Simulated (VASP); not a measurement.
# MnPt2: equation of state with PBE

The system is MnPt2.

```
Pt Mn
1.0
     2.85840    0.00000    0.00000
    -1.42920    2.47545    0.00000
     0.00000    0.00000    6.53250
Pt Mn
2 1
Direct
  0.66667 0.33333 0.31621
  0.33333 0.66667 0.68379
  0.00000 0.00000 0.00000
```

The cell comes from a database or a generator and needn't be the stable form of this composition.

| Item | Value |
| --- | --- |
| Program | VASP 6.6.1 |
| Task | equation of state |
| Functional | PBE |
| Potentials or basis | VASP PAW PBE potentials, release 64 (Pt, Mn_pv) |
| Cutoff | 520 eV |
| k mesh | 11 × 11 × 4 |
| Occupations | fermi-dirac, width 0.05 eV |
| Spin | collinear spin, ferromagnetic start |
| Starting moments | [0.0, 0.0, 4.0] μB |
| Further INCAR settings | ALGO = Normal; EDIFF = 1e-07; NBANDS = 28 |

```yaml
Equilibrium_volume: 15.36 Å³/atom
Bulk_modulus_at_fixed_shape_and_positions: 178 GPa
Pressure_derivative_of_the_bulk_modulus: "3.7 (rough: it moves with the points fitted)"
```

Energy against volume, from the lowest point:
```
volume (Å³/atom)  energy (meV/atom)
          14.483              30.54
          14.791              12.50
          15.099               2.51
          15.408               0.00
          15.716               4.31
          16.024              14.80
          16.332              30.80
```

All runs of the series together: 23 min on 1 thread of AMD EPYC 7R13 Processor (Zen 3) (shared host).

Caveat: the cell was scaled at fixed shape and fractional positions, which overstates the stiffness of a crystal with free parameters, most of all of layers and chains. Spin-orbit coupling is left out, which matters for the levels of Pt.
